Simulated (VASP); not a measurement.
# A slab model of Pb(110)-(1x2) missing row, part 2 of 3

Wanted: how Pb(110)-(1x2) missing row relaxes, and what it costs to take an electron out.

VASP 6.6.1; r2SCAN; plane waves and PAW (Pb).

So far. Step 2 (Relaxing the slab): The run ended after 12 ionic steps, 0.226 eV below its first step, once the forces on the free atoms met EDIFFG = -0.03.

**3. Vacuum level and density of states**

A static run writes the electrostatic potential without exchange and correlation (LVHAR), which is flat in the vacuum and gives the level to count from. The dipole correction cancels the field that unlike faces would set up across the vacuum.

INCAR reads:

```
SYSTEM = Pb
PREC = Normal
ENCUT = 300
EDIFF = 1E-06
NELM = 120
ISMEAR = -1
SIGMA = 0.1
LREAL = .FALSE.
ALGO = Normal
METAGGA = R2SCAN
LASPH = .TRUE.
NBANDS = 40
LORBIT = 11
LWAVE = .TRUE.
LCHARG = .TRUE.
IDIPOL = 3
LDIPOL = .TRUE.
DIPOL = 0.5 0.5 0.484
LVHAR = .TRUE.
LVACPOTAV = .TRUE.
LELF = .TRUE.
NEDOS = 1500
```

POSCAR reads:

```
Pb
1.0
    9.9000000000      0.0000000000      0.0000000000
    0.0000000000      3.5001785669      0.0000000000
    0.0000000000      0.0000000000     24.0003571337
Pb
9
Direct
    0.0000000000      0.0000000000      0.3665917024
    0.5000000000      0.0000000000      0.3599176616
    0.2572176758      0.5000000000      0.4243788698
    0.7427823242      0.5000000000      0.4243788698
    0.0000000000      0.0000000000      0.5020592601
    0.5000000000      0.0000000000      0.5004405559
    0.2450953065      0.5000000000      0.5693284012
    0.7549046935      0.5000000000      0.5693284012
    0.0000000000      0.0000000000      0.6377376743
```

KPOINTS reads:

```
Automatic mesh
0
Gamma
3 8 1
0 0 0
```

KPOINTS_OPT reads:

```
Line mode
14
Line-mode
Reciprocal
  0.00000000   0.00000000   0.00000000 GAMMA
 -0.50000000   0.00000000   0.00000000 X

 -0.50000000   0.00000000   0.00000000 X
 -0.50000000  -0.50000000   0.00000000 S

 -0.50000000  -0.50000000   0.00000000 S
  0.00000000  -0.50000000   0.00000000 Y

  0.00000000  -0.50000000   0.00000000 Y
  0.00000000   0.00000000   0.00000000 GAMMA

  0.00000000   0.00000000   0.00000000 GAMMA
 -0.50000000  -0.50000000   0.00000000 S
```

The projector-augmented-wave data sets are Pb (PBE family, release 64).

The run is started by

```bash
mpirun -np 4 vasp_std
```

The program printed:

```text
[banner, memory and clock lines left out]
running    4 mpi-ranks, on    1 nodes
 distrk:  each k-point on    4 cores,    1 groups
 distr:  one band on    1 cores,    4 groups

 POSCAR found type information on POSCAR Pb
 POSCAR found :  1 types and       9 ions
 [... a notice as in an earlier step ...]

 LDA part: xc-table for (None), standard interpolation
 POSCAR, INCAR and KPOINTS ok, starting setup
 FFT: planning ... GRIDC
 FFT: planning ... GRID_SOFT
 FFT: planning ... GRID
 WAVECAR not read
 entering main loop
       N       E                     dE             d eps       ncg     rms          rms(c)
DAV:   1    -0.311535585472E+03   -0.31154E+03   -0.69541E+03   800   0.396E+02
DAV:   2    -0.483414931625E+03   -0.17188E+03   -0.16137E+03  1184   0.888E+01
DAV:   3    -0.505752162677E+03   -0.22337E+02   -0.22023E+02   976   0.365E+01
DAV:   4    -0.506787576865E+03   -0.10354E+01   -0.10348E+01  1080   0.834E+00
DAV:   5    -0.506804276388E+03   -0.16700E-01   -0.16698E-01  1080   0.127E+00    0.134E+01
DAV:   6    -0.505372491591E+03    0.14318E+01   -0.32760E-01   904   0.239E+00    0.893E+00
DAV:   7    -0.505392672269E+03   -0.20181E-01   -0.28108E-01  1008   0.174E+00    0.107E+00
DAV:   8    -0.505396052045E+03   -0.33798E-02   -0.18414E-01   952   0.138E+00    0.704E-01
DAV:   9    -0.505382500448E+03    0.13552E-01   -0.62258E-02   928   0.819E-01    0.533E-01
DAV:  10    -0.505384230750E+03   -0.17303E-02   -0.69213E-03   920   0.281E-01    0.435E-01
DAV:  11    -0.505386743373E+03   -0.25126E-02   -0.45226E-03   912   0.225E-01    0.186E-01
DAV:  12    -0.505388310564E+03   -0.15672E-02   -0.31503E-03   960   0.164E-01    0.251E-01
DAV:  13    -0.505388584176E+03   -0.27361E-03   -0.19751E-04   912   0.435E-02    0.206E-01
DAV:  14    -0.505389445101E+03   -0.86092E-03   -0.84000E-05   896   0.331E-02    0.109E-01
DAV:  15    -0.505393086553E+03   -0.36415E-02   -0.20383E-03   944   0.113E-01    0.209E-01
DAV:  16    -0.505393135674E+03   -0.49121E-04   -0.83589E-05   960   0.264E-02    0.950E-02
DAV:  17    -0.505393674429E+03   -0.53876E-03   -0.71720E-05   896   0.218E-02    0.183E-02
DAV:  18    -0.505394424449E+03   -0.75002E-03   -0.10442E-04   936   0.222E-02    0.112E-02
DAV:  19    -0.505394891377E+03   -0.46693E-03   -0.65936E-05   936   0.177E-02    0.374E-02
DAV:  20    -0.505395054562E+03   -0.16319E-03   -0.22185E-05   920   0.119E-02    0.584E-03
DAV:  21    -0.505395097422E+03   -0.42860E-04   -0.52837E-06   864   0.624E-03    0.980E-03
DAV:  22    -0.505395126757E+03   -0.29336E-04   -0.25318E-06   848   0.471E-03    0.162E-03
DAV:  23    -0.505395146248E+03   -0.19491E-04   -0.31169E-06   872   0.471E-03    0.935E-04
DAV:  24    -0.505395155555E+03   -0.93065E-05   -0.83934E-07   832   0.404E-03    0.566E-04
DAV:  25    -0.505395167754E+03   -0.12199E-04   -0.11223E-06   768   0.410E-03    0.757E-04
DAV:  26    -0.505395169876E+03   -0.21227E-05   -0.23338E-07   784   0.213E-03    0.113E-03
DAV:  27    -0.505395171176E+03   -0.12992E-05   -0.17012E-07   736   0.175E-03    0.473E-04
DAV:  28    -0.505395171443E+03   -0.26788E-06   -0.91005E-08   744   0.126E-03
|                                                                             |
|           W    W    AA    RRRRR   N    N  II  N    N   GGGG   !!!           |
|           W    W   A  A   R    R  NN   N  II  NN   N  G    G  !!!           |
|           W    W  A    A  R    R  N N  N  II  N N  N  G       !!!           |
|           W WW W  AAAAAA  RRRRR   N  N N  II  N  N N  G  GGG   !            |
|           WW  WW  A    A  R   R   N   NN  II  N   NN  G    G                |
|           W    W  A    A  R    R  N    N  II  N    N   GGGG   !!!           |
|                                                                             |
|     Did not find any points to average over, which means that no vacuum     |
|     field-free region was found. Please increase the size of  your cell     |
|     in the dimension of the dipole correction to obtain accurate            |
|     workfunction values.                                                    |
|                                                                             |

   1 F= -.50539517E+03 E0= -.50533130E+03  d E =-.127744E+00
 Start KPOINTS_OPT (optional k-point list driver)
k-point batch [1-10\70]
       N       E                     dE             ncg
DAV:   1    -0.659456600069E+03   -0.12292E+04      800
DAV:   2    -0.205271536923E+04   -0.13933E+04     1080
DAV:   3    -0.226723504256E+04   -0.21452E+03     1048
DAV:   4    -0.227898194944E+04   -0.11747E+02     1080
DAV:   5    -0.227922287135E+04   -0.24092E+00     1208
DAV:   6    -0.227923008951E+04   -0.72182E-02     1128
DAV:   7    -0.227923039525E+04   -0.30574E-03     1248
DAV:   8    -0.227923040887E+04   -0.13618E-04     1112
DAV:   9    -0.227923040949E+04   -0.61860E-06      936
[...]
k-point batch [61-70\70]
       N       E                     dE             ncg
DAV:   1    -0.178512075262E+03   -0.64515E+04      800
DAV:   2    -0.195062899063E+04   -0.17721E+04     1216
DAV:   3    -0.217365889908E+04   -0.22303E+03      936
DAV:   4    -0.218361945707E+04   -0.99606E+01     1104
DAV:   5    -0.218375538121E+04   -0.13592E+00      992
DAV:   6    -0.218376025356E+04   -0.48723E-02     1096
DAV:   7    -0.218376039420E+04   -0.14065E-03     1008
DAV:   8    -0.218376040007E+04   -0.58651E-05      968
DAV:   9    -0.218376040027E+04   -0.19919E-06      632
 writing wavefunctions
```

Elapsed: 3.4 min, on 4 MPI ranks of Intel Xeon 6975P-C (Granite Rapids), shared host; peak memory 0.86 GiB.

OUTCAR, selected parts (step 3):

```text
The static configuration has the point symmetry C_2v.

 Found     10 irreducible k-points:

   k-points           NKPTS =     10   k-points in BZ     NKDIM =     10   number of bands    NBANDS=     40

   NELECT =      36.0000    total number of electrons

 dipolmoment           0.000000      0.000000     -0.001081 electrons x Angstroem

 E-fermi :  -0.9316

 k-point     1 :       0.0000    0.0000    0.0000
  band No.  band energies     occupation
    ...
     13      -2.3867      2.00000
     14      -2.2864      2.00000
     15      -1.7862      1.99961
     16      -1.5085      1.99377
     17      -1.2637      1.93023
     18       0.1925      0.00003
     19       0.4083      0.00000
     20       0.7687      0.00000
     21       1.6127      0.00000
     22       1.7793      0.00000
    ...

 k-point     2 :       0.3333    0.0000    0.0000
  band No.  band energies     occupation
    ...
     12      -3.5614      2.00000
     13      -3.2717      2.00000
     14      -2.2763      2.00000
     15      -1.8249      1.99974
     16      -1.1580      1.81170
     17      -0.3671      0.00704
     18       0.0627      0.00010
     19       0.3294      0.00001
     20       0.7723      0.00000
     21       1.5621      0.00000
    ...

  Total       -0.1493955     -1.5298308      0.0722389      0.0000000      0.0000000      0.0000000
  in kB       -0.2878095     -2.9472086      0.1391678      0.0000000      0.0000000      0.0000000
  external PRESSURE =      -1.0319501 kB  Pullay stress =       0.0000000 kB

 POSITION                                       TOTAL-FORCE (eV/Angst)
 -----------------------------------------------------------------------------------
      0.00000      0.00000      8.79833         0.000000     -0.000000     -0.002976
      4.95000      0.00000      8.63815         0.000000     -0.000000     -0.019873
      2.54645      1.75009     10.18524         0.005517     -0.000000      0.004659
      7.35355      1.75009     10.18524        -0.005517      0.000000      0.004659
      0.00000      0.00000     12.04960         0.000000     -0.000000     -0.017794
      4.95000      0.00000     12.01075         0.000000     -0.000000      0.011594
      2.42644      1.75009     13.66408         0.014642     -0.000000      0.013496
      7.47356      1.75009     13.66408        -0.014642     -0.000000      0.013496
      0.00000      0.00000     15.30593         0.000000     -0.000000     -0.007262
 -----------------------------------------------------------------------------------
    total drift:                               -0.000000     -0.000000      0.001008

  FREE ENERGIE OF THE ION-ELECTRON SYSTEM (eV)
  ---------------------------------------------------
  free  energy   TOTEN  =      -505.3951714434 eV

  energy  without entropy=     -505.2674276958  energy(sigma->0) =     -505.33129957

 vacuum level on the upper side and lower side of the slab         2.828         2.834

[... 7 parts as in an earlier step ...]

[... 6 further parts left out ...]
```

Numbers from this step:

- electronic cycles: 28
- free energy (TOTEN): -505.3952 eV
- Fermi energy: -0.9316 eV
- DOS at the Fermi level: 3.650 states/eV/cell
- dipole moment: 0, 0, -0.001081 e·Å
- vacuum levels: 2.828, 2.834 eV
- work functions of the upper and lower face: 3.760, 3.766 eV

The electronic bands at the labelled points (eV, zero at the Fermi level; # counts the bands kept):

| point | #15 | #16 | #17 | #18 | #19 | #20 | #21 | #22 |
| --- | --- | --- | --- | --- | --- | --- | --- | --- |
| Γ | -0.85 | -0.58 | -0.33 | 1.12 | 1.34 | 1.70 | 2.54 | 2.71 |
| 0.54 of the way | -0.78 | -0.40 | 0.57 | 0.73 | 1.25 | 1.85 | 2.50 | 2.68 |
| X | -1.10 | -0.01 | 0.57 | 1.15 | 1.40 | 1.92 | 2.21 | 2.48 |
| 0.46 of the way | -1.34 | -0.36 | -0.33 | 0.14 | 0.56 | 0.77 | 1.07 | 1.43 |
| S | -2.29 | -2.27 | -2.19 | -2.14 | -0.13 | 0.10 | 0.42 | 1.17 |
| 0.46 of the way | -2.24 | -1.90 | -1.83 | -1.78 | -0.38 | 0.20 | 0.61 | 1.16 |
| Y | -2.29 | -1.43 | -1.09 | -1.08 | -0.47 | -0.18 | 0.67 | 0.88 |
| 0.54 of the way | -0.83 | -0.81 | -0.67 | -0.37 | 0.09 | 0.60 | 0.73 | 1.28 |
| Γ | -0.85 | -0.58 | -0.33 | 1.12 | 1.34 | 1.70 | 2.54 | 2.71 |
| 0.54 of the way | -1.20 | -0.90 | -0.69 | -0.35 | 0.06 | 0.28 | 0.74 | 1.01 |
| S | -2.29 | -2.27 | -2.19 | -2.14 | -0.13 | 0.10 | 0.42 | 1.17 |

The density of states has structure finer than the step of the table below, so its rows give means over 1 eV, whole bins alone (the curve runs from -12.0 to 7.58 eV). Peaks (eV: height): total -2.3: 8.02, 1.3: 8.21, 2.5: 8.45, 4.6: 10.9; Pb s -10.0: 2.34, -8.5: 4.58, -7.3: 5.43; Pb p -2.3: 5.03, 1.3: 4.58, 2.5: 4.69, 4.4: 3.91; Pb d 1.3: 0.488, 2.4: 0.563, 3.3: 0.569, 4.4: 0.587.

Means over bins of 0.069 eV. Density of states against energy, zero at the Fermi level; means over each step; values in states/eV/cell:

```csv
energy (eV),total,Pb s,Pb p,Pb d
-11,1.64,1.25,0.0897,0.00248
-10,2.72,2.04,0.191,0.0111
-9,3.83,2.94,0.253,0.0298
-8,5.08,4.10,0.227,0.0471
-7,4.13,3.52,0.0954,0.0298
-6,0.0345,0.0304,2.1e-4,1.3e-4
-5,8.0e-4,0,4.8e-4,0
-4,0.444,0.00761,0.289,0.00506
-3,3.72,0.106,2.36,0.0610
-2,6.35,0.333,3.96,0.143
-1,5.13,0.330,3.09,0.160
0,4.62,0.273,2.67,0.196
1,5.81,0.247,3.27,0.329
2,6.57,0.212,3.64,0.442
3,7.47,0.188,3.99,0.529
4,8.19,0.142,3.52,0.495
5,9.58,0.118,2.99,0.500
6,4.26,0.0346,0.809,0.269
7,0.175,0.00341,0.0115,0.0176
```

Zero at the Fermi level. Planar average of the electrostatic potential against height:

height (Å), planar average of the electrostatic potential (eV) and a bar from the least value:
```
        0       3.77 ##############################
        1       3.77 ##############################
        2       3.77 ##############################
        3       3.77 ##############################
        4       3.77 ##############################
        5       3.76 ##############################
        6       3.73 ##############################
        7       3.34 #############################
        8      -1.63 #############
        9      -6.00 
       10      -6.00 
       11      -3.63 #######
       12      -5.58 #
       13      -5.36 ##
       14      -4.83 ####
       15      -1.23 ###############
       16       0.97 #####################
       17       3.55 #############################
       18       3.74 ##############################
       19       3.76 ##############################
       20       3.76 ##############################
       21       3.76 ##############################
       22       3.76 ##############################
       23       3.76 ##############################
```

Density of states in the PAW spheres, an atom over height of the layer and energy from the Fermi level.

Ten even steps from '_' (0.000 states/eV) to '@' (0.718 states/eV), each cell a mean:
```
==%%--====++
++++----==++
##++======##
++++++==++**
++++++++++++
==++++++++++
**++######++
**%%%%%%##**
====++++====
::::--==--::
__..::::....
____________
____________
____________
____________
____________
____________
____________
..::..::..::
%%**********
%%++@@%%@@##
++##******%%
```
Columns: height of the layer (Å) from 8.6 to 15.3 (not evenly spaced); rows upwards: energy from the Fermi level (eV) from -7.9 to 0.5.

ELF in the ca plane at fractional y = 0.000, with atoms of Pb within 0.2 Å of it. It is the smooth field of the valence electrons, not physical close to the nuclei.

Ten even steps from '0' (0.00) to '9' (0.96), each cell a mean:
```
00000136899999975579999986458999999742000000
00000024789999864458999874347899998631000000
00000012578887643235677643335788886421000000
00000001234554332212233322333455654210000000
00000000001122222211111122222222221000000000
00000000000011222211111122222111100000000000
00000000000112222211111122222110000000000000
00000000123333332221122222221100000000000000
00000013567776433223455432211000000000000000
00000135789998653346888864210000000000000000
00000247899999864568999986310000000000000000
00000257999999875579999997410000000000000000
00000247999999865579999997410000000000000000
00000136899998754457999975210000000000000000
00000024678887543335677643211000000000000000
00000001345554332222233322211100000000000000
00000000011122222211111122221100000000000000
00000000000111222211111122222110000000000000
00000000000112222211111122222211111000000000
00000000122333322211122222233334432100000000
00000002457776532223565433334577775310000000
00000024689998753347888764346899987531000000
00000135899999874579999985457999998741000000
00000136899999975589999986458999999742000000
```
Columns run along c (16.0 Å, from fractional 0.18 to 0.85 of the cell), rows up along a (9.9 Å). Atoms in or near the plane, at fractional coordinates: Pb at (0.37, 0.00), Pb at (0.36, 0.50), Pb at (0.50, 0.00), Pb at (0.50, 0.50), Pb at (0.64, 0.00).

Valence density in the ca plane at fractional y = 0.000, with atoms of Pb within 0.2 Å of it. It is the smooth field of the valence electrons, not physical close to the nuclei.

Ten even steps from '0' (0.00 e/Å³) to '9' (0.25 e/Å³), each cell a mean:
```
00000000269965786689855897678657984100000000
00000000147998875468988985567889963100000000
00000000024677654345677654446777631000000000
00000000011234443333344433344443210000000000
00000000000122333322222233433221100000000000
00000000000012334332112234432210000000000000
00000000000112334332212233332100000000000000
00000000001223344332222333321100000000000000
00000000023555544334555433211000000000000000
00000000247888754457888863210000000000000000
00000001379977875578878984210000000000000000
00000001489745776688645895200000000000000000
00000001379855776578756985210000000000000000
00000001258988865468888974210000000000000000
00000000135777654345677643210000000000000000
00000000012344443333333333221000000000000000
00000000001122334332222233322100000000000000
00000000000112334332112234432110000000000000
00000000000112334332112234433211000000000000
00000000001123333322223333433322100000000000
00000000012456543334455544444555421000000000
00000000136888864457888865457888752100000000
00000000258987776579877886568778974100000000
00000000269854687689744797677546985200000000
```
Columns run along c (16.0 Å, from fractional 0.18 to 0.85 of the cell), rows up along a (9.9 Å). Atoms in or near the plane, at fractional coordinates: Pb at (0.37, 0.00), Pb at (0.36, 0.50), Pb at (0.50, 0.00), Pb at (0.50, 0.50), Pb at (0.64, 0.00).

Electrostatic potential energy in the ca plane at fractional y = 0.000, with atoms of Pb within 0.2 Å of it. With pseudopotentials it is smooth inside the atoms' cores, unlike the true potential.

Ten even steps from '0' (-32 eV) to '9' (3 eV), each cell a mean:
```
99999999973000037872000038862000148999999999
99999999985211258985211268984211369999999999
99999999998655689998655789998655789999999999
99999999999999999999999999999999999999999999
99999999999999999999999999999999999999999999
99999999999999999999999999999999999999999999
99999999999999999999999999999999999999999999
99999999999999999999999999999999999999999999
99999999999878899999877899999999999999999999
99999999986323589986433589999999999999999999
99999999962000268973000158999999999999999999
99999999851000148861000038999999999999999999
99999999851000158962000148999999999999999999
99999999974111379984211369999999999999999999
99999999997656799998655789999999999999999999
99999999999999999999999999999999999999999999
99999999999999999999999999999999999999999999
99999999999999999999999999999999999999999999
99999999999999999999999999999999999999999999
99999999999999999999999999999999999999999999
99999999999877899999877899999878899999999999
99999999997433479997433579986433589999999999
99999999984100148973100148973000158999999999
99999999972000027862000037851000037999999999
```
Columns run along c (16.0 Å, from fractional 0.18 to 0.85 of the cell; values clipped at the 3rd and 97th percentile), rows up along a (9.9 Å). Atoms in or near the plane, at fractional coordinates: Pb at (0.37, 0.00), Pb at (0.36, 0.50), Pb at (0.50, 0.00), Pb at (0.50, 0.50), Pb at (0.64, 0.00).

The density of states holds every band computed, so its fall toward the upper end of the range is no gap.

The map of layer states is cut here 0.5 eV above the Fermi level, so it leaves out the states above that.

The vacuum level lies 3.76 eV above the Fermi level at the upper face; both faces agree, as the slab has next to no dipole.

The program found no field-free point at its default tolerance, but its printed level agrees with the flat part of the planar average.

On this mesh the fine structure of the density of states is sampling noise, and high empty states may be cut by the number of bands.

(Part 2 of 3 ends here.)

[Lines on the potential files, build, host, timing and source positions are cut from VASP's logs without a mark.]

[Logs are printed without paths, hosts, clocks, repeated set-up lines and the standing remarks that a program may print on its own settings, such as how far it seeks lower states.]

[Hosts, paths, dates, database ids (printed as entryN), source tags and the programs' standing remarks are cut or masked in the printed files.]

[In band tables of VASP the shares of atoms and orbitals are scaled to a sum of 1 inside the atoms' spheres.]

[Runs that stopped without an error message from VASP are left out.]
